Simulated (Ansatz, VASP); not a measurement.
**Cross-check of SnO (Romarchite) between VASP and Ansatz**

Wanted: the spread between two codes on one cell, functional and k mesh. The cell is taken from a series of runs on this material, whose earlier steps may have relaxed, scaled, displaced or heated it; both programs get it as it stands.

Calculated with Ansatz 0.2.0; plane waves, with VASP 6.6.1 beside it; zone-centre phonons at PBEsol with D3(BJ).

### Step 1. Set-up

Symmetry: P4/nmm, No. 129, tetragonal system. Conventional cell: a = 3.722 Å, b = 3.722 Å, c = 4.397 Å, α = 90.00°, β = 90.00°, γ = 90.00°. Nearest to O lie 4 Sn at 2.19 Å. Nearest to Sn lie 4 O at 2.19 Å. Farther neighbours and most contacts between anions are not listed.

As a file:

```
O Sn
1.0
     3.72154    0.00000    0.00000
     0.00000    3.72154    0.00000
     0.00000    0.00000    4.39671
O Sn
2 2
Direct
  0.00000 0.00000 0.00000
  0.50000 0.50000 0.00000
  0.50000 0.00000 0.26403
  0.00000 0.50000 0.73597
```

### Step 2. VASP: zone-centre phonons, PBEsol with D3(BJ)

Second derivatives magnify differences that forces hide, and they need a tight electronic threshold.

Lines of VASP's logs that name or quote its potential files are left out, and so is its time.

The input, INCAR:

```
SYSTEM = SnO
PREC = Accurate
ENCUT = 600
EDIFF = 1E-08
NELM = 120
ISMEAR = 1
SIGMA = 0.2
LREAL = .FALSE.
ALGO = Normal
GGA = PS
IVDW = 12
NBANDS = 26
LORBIT = 11
LWAVE = .FALSE.
LCHARG = .FALSE.
ISIF = 2
IBRION = 6
NFREE = 2
POTIM = 0.015
NSW = 1
LASPH = .TRUE.
GGA_COMPAT = .FALSE.
KPAR = 2
```

The input, POSCAR:

```
SnO
1.0
    3.7215407204      0.0000000000      0.0000000000
    0.0000000000      3.7215407204      0.0000000000
    0.0000000000      0.0000000000      4.3967101526
O Sn
2 2
Direct
    0.0000000000      0.0000000000      0.0000000000
    0.5000000000      0.5000000000      0.0000000000
    0.5000000000      0.0000000000      0.2640254861
    0.0000000000      0.5000000000      0.7359745139
```

The input, KPOINTS:

```
Automatic mesh
0
Gamma
12 12 12
0 0 0
```

The projector-augmented-wave data sets are O and Sn_d (PBE family, release 64).

Launch:

```bash
> mpirun -np 2 vasp_std
```

Numbers of over 12 decimals in the logs are rounded to 6 here.

What it wrote:

```text
[banner, memory and clock lines left out]
running    2 mpi-ranks, on    1 nodes
 distrk:  each k-point on    1 cores,    2 groups
 distr:  one band on    1 cores,    1 groups

 POSCAR found type information on POSCAR O Sn
 POSCAR found :  2 types and       4 ions
|                                                                             |
|               ----> ADVICE to this user running VASP <----                  |
|                                                                             |
|     You enforced a specific xc type in the INCAR file but a different       |
|     [... a line on the potential file left out ...]
|     I HOPE YOU KNOW WHAT YOU ARE DOING!                                     |
|                                                                             |

 LDA part: xc-table for (Slater+PW92), standard interpolation
 POSCAR, INCAR and KPOINTS ok, starting setup
 FFT: planning ... GRIDC
 FFT: planning ... GRID_SOFT
 FFT: planning ... GRID
 WAVECAR not read
 entering main loop
       N       E                     dE             d eps       ncg     rms          rms(c)
DAV:   1     0.423680709274E+03    0.42368E+03   -0.22027E+04 10354   0.270E+03
DAV:   2     0.348581507419E+02   -0.38882E+03   -0.37818E+03 10560   0.583E+02
DAV:   3    -0.242798599238E+02   -0.59138E+02   -0.57992E+02 11704   0.194E+02
DAV:   4    -0.271001442838E+02   -0.28203E+01   -0.27971E+01 12170   0.433E+01
DAV:   5    -0.271611013183E+02   -0.60957E-01   -0.60879E-01 12270   0.684E+00    0.108E+01
DAV:   6    -0.241154133600E+02    0.30457E+01   -0.14629E+01 16982   0.458E+01    0.467E+00
DAV:   7    -0.241157980353E+02   -0.38468E-03   -0.16558E+00 11600   0.833E+00    0.242E+00
DAV:   8    -0.240959697801E+02    0.19828E-01   -0.32370E-01 14634   0.407E+00    0.809E-01
DAV:   9    -0.240822726251E+02    0.13697E-01   -0.65643E-02 16182   0.303E+00    0.206E-01
DAV:  10    -0.240831201438E+02   -0.84752E-03   -0.74102E-03 14972   0.913E-01    0.112E-01
DAV:  11    -0.240828832441E+02    0.23690E-03   -0.14496E-03 15870   0.417E-01    0.202E-02
DAV:  12    -0.240829038328E+02   -0.20589E-04   -0.20097E-04 10700   0.872E-02    0.248E-02
DAV:  13    -0.240828981723E+02    0.56605E-05   -0.21456E-05 14582   0.352E-02    0.159E-03
DAV:  14    -0.240828983132E+02   -0.14094E-06   -0.15391E-06 14638   0.967E-03    0.234E-03
DAV:  15    -0.240828984099E+02   -0.96614E-07   -0.74290E-08 12414   0.261E-03    0.156E-03
DAV:  16    -0.240828984884E+02   -0.78547E-07   -0.76817E-08  9728   0.258E-03    0.150E-04
DAV:  17    -0.240828984953E+02   -0.69094E-08   -0.52220E-09  5740   0.998E-04
   1 F= -.25080022E+02 E0= -.25079812E+02  d E =-.627747E-03
[... from here on, the cycles between the ionic steps are left out ...]
   2 F= -.25078911E+02 E0= -.25078701E+02  d E =-.628290E-03
   3 F= -.25078911E+02 E0= -.25078701E+02  d E =-.628299E-03
   4 F= -.25079158E+02 E0= -.25078948E+02  d E =-.629563E-03
   5 F= -.25079158E+02 E0= -.25078948E+02  d E =-.629564E-03
   6 F= -.25079301E+02 E0= -.25079090E+02  d E =-.633066E-03
   7 F= -.25079301E+02 E0= -.25079090E+02  d E =-.633064E-03
   8 F= -.25079953E+02 E0= -.25079771E+02  d E =-.547292E-03
 Finite differences progress:
  Degree of freedom:   4/  4
  Displacement:        1/  2
  Total:               7/  8
 bond charge predicted
       N       E                     dE             d eps       ncg     rms          rms(c)
DAV:   1    -0.240683425629E+02    0.14431E-01   -0.43836E+00 11648   0.120E+01    0.403E-01
DAV:   2    -0.240800411630E+02   -0.11699E-01   -0.12252E-01 15144   0.271E+00    0.135E-01
DAV:   3    -0.240798624751E+02    0.17869E-03   -0.10358E-03 15228   0.941E-01    0.969E-02
DAV:   4    -0.240798039256E+02    0.58549E-04   -0.38503E-04 17240   0.619E-01    0.332E-02
DAV:   5    -0.240798234544E+02   -0.19529E-04   -0.20044E-04 11276   0.143E-01    0.734E-03
DAV:   6    -0.240798234285E+02    0.25908E-07   -0.61481E-06 15352   0.332E-02    0.515E-03
DAV:   7    -0.240798233532E+02    0.75287E-07   -0.10131E-06 12906   0.177E-02    0.109E-03
DAV:   8    -0.240798234170E+02   -0.63807E-07   -0.14944E-07 15318   0.549E-03    0.724E-04
DAV:   9    -0.240798234419E+02   -0.24925E-07   -0.10365E-08  5986   0.311E-03    0.193E-04
DAV:  10    -0.240798234482E+02   -0.63319E-08   -0.92885E-09  5586   0.140E-03
   9 F= -.25076892E+02 E0= -.25076625E+02  d E =-.799756E-03
 Finite differences progress:
  Degree of freedom:   4/  4
  Displacement:        2/  2
  Total:               8/  8
```

From OUTCAR (step 2):

```text
ion  position               nearest neighbor table
   1  0.000  0.000  0.000-   3 2.19   4 2.19   4 2.19   3 2.19
   2  0.500  0.500  0.000-   3 2.19   4 2.19   3 2.19   4 2.19
   3  0.500  0.000  0.264-   1 2.19   2 2.19   2 2.19   1 2.19   4 3.35   4 3.35   4 3.35   4 3.35
                             4 3.51   4 3.51   4 3.51   4 3.51
   4  0.000  0.500  0.736-   1 2.19   2 2.19   1 2.19   2 2.19   3 3.35   3 3.35   3 3.35   3 3.35
                             3 3.51   3 3.51   3 3.51   3 3.51

  LATTYP: Found a simple tetragonal cell.
 ALAT       =     3.7215407204
 C/A-ratio  =     1.1814220192

 Subroutine GETGRP returns: Found 16 space group operations
 (whereof  8 operations were pure point group operations)

The static configuration has the point symmetry D_2d.
 The point group associated with its full space group is D_4h.

 Found    196 irreducible k-points:

   k-points           NKPTS =    196   k-points in BZ     NKDIM =    196   number of bands    NBANDS=     26

   dimension x,y,z NGX =    30 NGY =   30 NGZ =   36
   dimension x,y,z NGXF=    60 NGYF=   60 NGZF=   72

   ENCUT  =  600.0 eV  44.10 Ry    6.64 a.u.   7.43  7.43  8.78*2*pi/ulx,y,z

   NELECT =      40.0000    total number of electrons

 k-points in reciprocal lattice and weights: Automatic mesh
   0.00000000  0.00000000  0.00000000       0.001
   0.08333333  0.00000000  0.00000000       0.002
   0.16666667  0.00000000  0.00000000       0.002
   0.25000000  0.00000000  0.00000000       0.002
   0.33333333  0.00000000  0.00000000       0.002
   0.41666667  0.00000000  0.00000000       0.002
   0.50000000  0.00000000  0.00000000       0.001
   0.08333333  0.08333333  0.00000000       0.002
   0.16666667  0.08333333  0.00000000       0.005
[...]
24      14.6541      0.00000
    ...

 k-point     3 :       0.1667    0.0000    0.0000
  band No.  band energies     occupation
    ...
     16       2.2025      2.00000
     17       4.6121      2.00000
     18       5.1103      2.00000
     19       5.1237      2.00000
     20       8.7805      1.19463
     21      11.6712     -0.00000
     22      12.2884     -0.00000
     23      13.2151      0.00000
     24      14.7760      0.00000
     25      14.9090      0.00000
    ...

 k-point     4 :       0.2500    0.0000    0.0000
  band No.  band energies     occupation
    ...
     16       2.4361      2.00000
     17       4.2680      2.00000
     18       4.8145      2.00000
     19       4.9100      2.00000
     20       8.1926      2.00014
     21      11.5506     -0.00000
     22      12.8539      0.00000
     23      13.4604      0.00000
     24      14.5782      0.00000
     25      15.1572      0.00000
    ...

 k-point     5 :       0.3333    0.0000    0.0000
  band No.  band energies     occupation
    ...
     16       2.7318      2.00000
     17       3.9929      2.00000
     18       4.4264      2.00000
     19       4.8200      2.00000
     20       7.2997      2.00000
     21      11.8662     -0.00000
     22      13.0602      0.00000
     23      13.7923      0.00000
     24      14.8293      0.00000
     25      15.2976      0.00000
    ...

 Edisp (eV)   -0.99707

  Total       1.66775     1.66775     1.75368     0.00000     0.00000     0.00000
  in kB      43.88005    43.88005    46.14105     0.00000     0.00000     0.00000
  external pressure =       44.63 kB  Pullay stress =        0.00 kB

  energy-cutoff  :      600.00
  volume of cell :       60.89
      direct lattice vectors                 reciprocal lattice vectors
     3.721540720  0.000000000  0.000000000     0.268705914  0.000000000  0.000000000
     0.000000000  3.721540720  0.000000000     0.000000000  0.268705914  0.000000000
     0.000000000  0.000000000  4.396710153     0.000000000  0.000000000  0.227442785

 POSITION                                       TOTAL-FORCE (eV/Angst)
 -----------------------------------------------------------------------------------
      0.00000      0.00000      0.00000         0.000000      0.000000     -0.053710
      1.86077      1.86077      0.00000         0.000000      0.000000     -0.053710
      1.86077      0.00000      1.14584         0.000000      0.000000      0.316887
      0.00000      1.86077      3.23587         0.000000      0.000000     -0.209466
 -----------------------------------------------------------------------------------
    total drift:                               -0.000000      0.000000     -0.000221

  FREE ENERGIE OF THE ION-ELECTRON SYSTEM (eV)
  ---------------------------------------------------
  free  energy   TOTEN  =       -25.0768918125 eV

  energy  without entropy=      -25.0760920563  energy(sigma->0) =      -25.07662523

 Eigenvectors and eigenvalues of the dynamical matrix
 ----------------------------------------------------

   1 f  =   15.160244 THz    95.254625 2PiTHz  505.691320 cm-1    62.697705 meV
             X         Y         Z           dx          dy          dz
      0.000000  0.000000  0.000000     0.599666   -0.369638    0.000000
      1.860770  1.860770  0.000000    -0.599666    0.369638   -0.000000
      1.860770  0.000000  1.160844    -0.052259   -0.032213   -0.000000
      0.000000  1.860770  3.235867     0.052259    0.032213    0.000000

   2 f  =   15.160244 THz    95.254625 2PiTHz  505.691320 cm-1    62.697705 meV
             X         Y         Z           dx          dy          dz
      0.000000  0.000000  0.000000     0.369638    0.599666    0.000000
      1.860770  1.860770  0.000000    -0.369638   -0.599666   -0.000000
      1.860770  0.000000  1.160844    -0.032213    0.052259    0.000000
      0.000000  1.860770  3.235867     0.032213   -0.052259   -0.000000

   3 f  =   11.277774 THz    70.860346 2PiTHz  376.186059 cm-1    46.641106 meV
             X         Y         Z           dx          dy          dz
      0.000000  0.000000  0.000000     0.000000    0.000000    0.707107
      1.860770  1.860770  0.000000     0.000000    0.000000   -0.707107
      1.860770  0.000000  1.160844    -0.000000   -0.000000   -0.000000
      0.000000  1.860770  3.235867    -0.000000   -0.000000    0.000000

   4 f  =   11.050204 THz    69.430482 2PiTHz  368.595144 cm-1    45.699953 meV
             X         Y         Z           dx          dy          dz
      0.000000  0.000000  0.000000     0.000000   -0.000000   -0.663825
      1.860770  1.860770  0.000000     0.000000   -0.000000   -0.663825
      1.860770  0.000000  1.160844    -0.000000    0.000000    0.243592
      0.000000  1.860770  3.235867    -0.000000    0.000000    0.243592

   5 f  =    9.140437 THz    57.431062 2PiTHz  304.892172 cm-1    37.801794 meV
             X         Y         Z           dx          dy          dz
      0.000000  0.000000  0.000000     0.227742    0.623511   -0.000000
      1.860770  1.860770  0.000000     0.227742    0.623511    0.000000
      1.860770  0.000000  1.160844    -0.083595   -0.228866    0.000000
      0.000000  1.860770  3.235867    -0.083595   -0.228866    0.000000

   6 f  =    9.140437 THz    57.431062 2PiTHz  304.892172 cm-1    37.801794 meV
             X         Y         Z           dx          dy          dz
      0.000000  0.000000  0.000000    -0.623511    0.227742    0.000000
      1.860770  1.860770  0.000000    -0.623511    0.227742   -0.000000
      1.860770  0.000000  1.160844     0.228866   -0.083595   -0.000000
      0.000000  1.860770  3.235867     0.228866   -0.083595    0.000000

   7 f  =    6.639579 THz    41.717705 2PiTHz  221.472514 cm-1    27.459080 meV
             X         Y         Z           dx          dy          dz
      0.000000  0.000000  0.000000    -0.000000    0.000000   -0.000000
      1.860770  1.860770  0.000000    -0.000000    0.000000   -0.000000
      1.860770  0.000000  1.160844     0.000000   -0.000000    0.707107
      0.000000  1.860770  3.235867    -0.000000    0.000000   -0.707107

   8 f  =    3.854055 THz    24.215742 2PiTHz  128.557440 cm-1    15.939084 meV
             X         Y         Z           dx          dy          dz
      0.000000  0.000000  0.000000     0.017945   -0.058708    0.000000
      1.860770  1.860770  0.000000    -0.017945    0.058708   -0.000000
      1.860770  0.000000  1.160844     0.205919    0.673668    0.000000
      0.000000  1.860770  3.235867    -0.205919   -0.673668    0.000000

   9 f  =    3.854055 THz    24.215742 2PiTHz  128.557440 cm-1    15.939084 meV
             X         Y         Z           dx          dy          dz
      0.000000  0.000000  0.000000     0.058708    0.017945    0.000000
      1.860770  1.860770  0.000000    -0.058708   -0.017945    0.000000
      1.860770  0.000000  1.160844     0.673668   -0.205919    0.000000
      0.000000  1.860770  3.235867    -0.673668    0.205919    0.000000

  10 f/i=    0.000544 THz     0.003419 2PiTHz    0.018150 cm-1     0.002250 meV
             X         Y         Z           dx          dy          dz
      0.000000  0.000000  0.000000    -0.041483   -0.240097    0.000000
      1.860770  1.860770  0.000000    -0.041483   -0.240097    0.000000
      1.860770  0.000000  1.160844    -0.113016   -0.654110    0.000000
      0.000000  1.860770  3.235867    -0.113016   -0.654110    0.000000

  11 f/i=    0.000544 THz     0.003419 2PiTHz    0.018150 cm-1     0.002250 meV
             X         Y         Z           dx          dy          dz
      0.000000  0.000000  0.000000    -0.240097    0.041483    0.000000
      1.860770  1.860770  0.000000    -0.240097    0.041483    0.000000
      1.860770  0.000000  1.160844    -0.654110    0.113016    0.000000
      0.000000  1.860770  3.235867    -0.654110    0.113016    0.000000

  12 f/i=    0.001708 THz     0.010733 2PiTHz    0.056980 cm-1     0.007065 meV
             X         Y         Z           dx          dy          dz
      0.000000  0.000000  0.000000    -0.000000    0.000000   -0.243592
      1.860770  1.860770  0.000000    -0.000000    0.000000   -0.243592
      1.860770  0.000000  1.160844    -0.000000    0.000000   -0.663825
      0.000000  1.860770  3.235867    -0.000000    0.000000   -0.663825

 ELASTIC MODULI CONTR FROM IONIC RELAXATION (kBar)
 Direction    XX          YY          ZZ          XY          YZ          ZX
 --------------------------------------------------------------------------------
 XX        -708.3209     -0.0061   -519.8529      0.0000      0.0000      0.0000
 YY          -0.0061   -708.3209   -519.8529      0.0000     -0.0000     -0.0000
 ZZ        -519.8529   -519.8529   -763.0573      0.0000      0.0000      0.0000
 XY           0.0000      0.0000      0.0000      0.0000      0.0000      0.0000
 YZ           0.0000     -0.0000      0.0000      0.0000   -242.6759      0.0000
 ZX           0.0000     -0.0000      0.0000      0.0000      0.0000   -242.6736
 --------------------------------------------------------------------------------

 total charge
# of ion       s       p       d       tot
------------------------------------------
    1        1.571   3.446   0.000   5.017
    2        1.571   3.446   0.000   5.017
    3        1.217   0.884  10.113  12.214
    4        1.217   0.884  10.113  12.214
--------------------------------------------------
tot          5.576   8.661  20.227  34.464

[... 1 further part left out ...]
```

CONTCAR:

```
SnO
   1.00000000000000
     3.7215407204000002    0.0000000000000000    0.0000000000000000
     0.0000000000000000    3.7215407204000002    0.0000000000000000
     0.0000000000000000    0.0000000000000000    4.3967101525999999
  O               Sn
     2     2
Direct
     0.0000000000000000    0.0000000000000000    0.0000000000000000
     0.5000000000000000    0.5000000000000000    0.0000000000000000
     0.4999999999999999    0.0000000000000000    0.2606138443316391
     0.0000000000000000    0.5000000000000000    0.7359745138999969
```

Levels, forces or a CONTCAR printed for this step are those of its last displaced cell, not of the structure at rest.

(Continued in part 2 of 2.)

[Lines on the potential files, build, host, timing and source positions are cut from VASP's logs without a mark.]

[Logs are printed without paths, hosts, clocks, repeated set-up lines and the standing remarks that a program may print on its own settings, such as how far it seeks lower states.]

[Hosts, paths, dates, database ids (printed as entryN), source tags and the programs' standing remarks are cut or masked in the printed files.]
